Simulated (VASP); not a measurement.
Given:

```xyz
2
Lattice="0.0000 2.6000 2.6000 2.6000 0.0000 2.6000 2.6000 2.6000 0.0000" Properties=species:S:1:pos:R:3 pbc="T T T"
Mg     0.0000     0.0000     0.0000
S      2.6000     2.6000     2.6000
```

Level of theory: PBE GGA, VASP's PBE PAW potentials (set 64) (plane waves; VASP). Numerical set-up: 400 eV cut-off, 8×8×8 Γ-centred mesh, Gaussian smearing of 0.050 eV, potentials Mg S.

Q: The ions, cell shape and volume are relaxed. Which structure does the run end with?

A: 
```xyz
2
Lattice="0.0000 2.6116 2.6116 2.6116 0.0000 2.6116 2.6116 2.6116 0.0000" Properties=species:S:1:pos:R:3 pbc="T T T"
Mg     0.0000     0.0000     0.0000
S      2.6116     2.6116     2.6116
```
Space group Fm-3m (225), at a tolerance of 0.03 Å.

Q: How do energy and volume change from the first to the last step?

A: The energy (σ→0) changes by -0.8 meV/atom and the volume by +1.3 %, in 3 ionic steps.

The compound is MgS in the rock salt structure. This run relaxes it. Symmetry was kept, so distortions that lower it aren't found.
